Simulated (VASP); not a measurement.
All values below come from PBE GGA, VASP's PBE PAW potentials (set 64) (plane waves; VASP).

VASP input:

### KPOINTS
```
Regular mesh
0
Gamma
13 13 13
```

### INCAR
```
! general
SYSTEM =PtAl2
PREC   =Accurate
ENCUT  =300
LREAL  =F   ! projection in real space or not
LASPH  =T

! electronic loop
EDIFF  =1E-6   ! SCF stop (eV)
NELM   =100   ! most electronic steps
ALGO   =Normal
LMAXMIX=6   ! l cut-off of mixed one-centre charges

! smearing
ISMEAR =-1   ! Fermi-Dirac
SIGMA  =0.136

! functional
GGA    =PE

! ions
ISIF   =2   ! forces and stress, cell fixed

! output
LWAVE  =F
LCHARG =F
```

File POSCAR:
```
PtAl2
1.0
  0.0000000000   2.9607680000   2.9607680000
  2.9607680000   0.0000000000   2.9607680000
  2.9607680000   2.9607680000   0.0000000000
Al Pt
2 1
direct
  0.2500000000   0.2500000000   0.2500000000
  0.7500000000   0.7500000000   0.7500000000
  0.0000000000   0.0000000000   0.0000000000
```

POTCAR, in this order: Al Pt (PBE.64 set). Program: vasp_std.

What VASP printed:

OSZICAR:
```
       N       E                     dE             d eps       ncg     rms          rms(c)
DAV:   1     0.282053924874E+02    0.28205E+02   -0.48565E+03  2220   0.702E+02
DAV:   2    -0.157415082372E+02   -0.43947E+02   -0.39349E+02  2400   0.144E+02
DAV:   3    -0.168404645278E+02   -0.10990E+01   -0.10887E+01  2576   0.223E+01
DAV:   4    -0.168482898196E+02   -0.78253E-02   -0.78238E-02  2304   0.228E+00
DAV:   5    -0.168484063046E+02   -0.11649E-03   -0.11647E-03  2600   0.280E-01    0.852E+00
DAV:   6    -0.163961462178E+02    0.45226E+00   -0.25166E+00  2356   0.155E+01    0.225E+00
DAV:   7    -0.163174410384E+02    0.78705E-01   -0.20118E-01  2224   0.450E+00    0.169E+00
DAV:   8    -0.162880770352E+02    0.29364E-01   -0.31429E-02  2304   0.176E+00    0.254E-01
DAV:   9    -0.162880809120E+02   -0.38768E-05   -0.18763E-03  2408   0.423E-01    0.167E-01
DAV:  10    -0.162882388877E+02   -0.15798E-03   -0.32288E-04  2236   0.147E-01    0.176E-02
DAV:  11    -0.162882358980E+02    0.29897E-05   -0.17200E-05  2468   0.428E-02    0.805E-03
DAV:  12    -0.162882377923E+02   -0.18943E-05   -0.58488E-06  2176   0.182E-02    0.241E-03
DAV:  13    -0.162882377283E+02    0.63987E-07   -0.57991E-07  1488   0.787E-03
   1 F= -.16288238E+02 E0= -.16252496E+02  d E =-.714833E-01
```

### OUTCAR
```
------------------------ aborting loop because EDIFF is reached ----------------------------------------
  FORCE on cell =-STRESS in cart. coord.  units (eV):
  Direction    XX          YY          ZZ          XY          YZ          ZX
  --------------------------------------------------------------------------------------
  Total        0.4375451      0.4375451      0.4375451      0.0000000      0.0000000     -0.0000000
  in kB       13.5048666     13.5048666     13.5048666      0.0000000      0.0000000     -0.0000000
  external PRESSURE =      13.5048666 kB  Pullay stress =       0.0000000 kB
  volume of cell :       51.91
      direct lattice vectors                 reciprocal lattice vectors
     0.000000000  2.960768000  2.960768000    -0.168875103  0.168875103  0.168875103
     2.960768000  0.000000000  2.960768000     0.168875103 -0.168875103  0.168875103
     2.960768000  2.960768000  0.000000000     0.168875103  0.168875103 -0.168875103
 POSITION                                       TOTAL-FORCE (eV/Angst)
 -----------------------------------------------------------------------------------
      1.48038      1.48038      1.48038         0.000000      0.000000      0.000000
      4.44115      4.44115      4.44115        -0.000000     -0.000000     -0.000000
      0.00000      0.00000      0.00000         0.000000     -0.000000      0.000000
 -----------------------------------------------------------------------------------
    total drift:                               -0.000000      0.000000      0.000000
  FREE ENERGIE OF THE ION-ELECTRON SYSTEM (eV)
  ---------------------------------------------------
  free  energy   TOTEN  =       -16.2882377283 eV

  energy  without entropy=      -16.2167544017  energy(sigma->0) =      -16.25249606
```
(Selected blocks of OUTCAR.)

At this cut-off the stress carries a Pulay error, which pulls relaxed volumes low.

The structure is a typed PtAl2 crystal. The cell was not relaxed at this level, and its volume differs by -5.9 % from the start's.
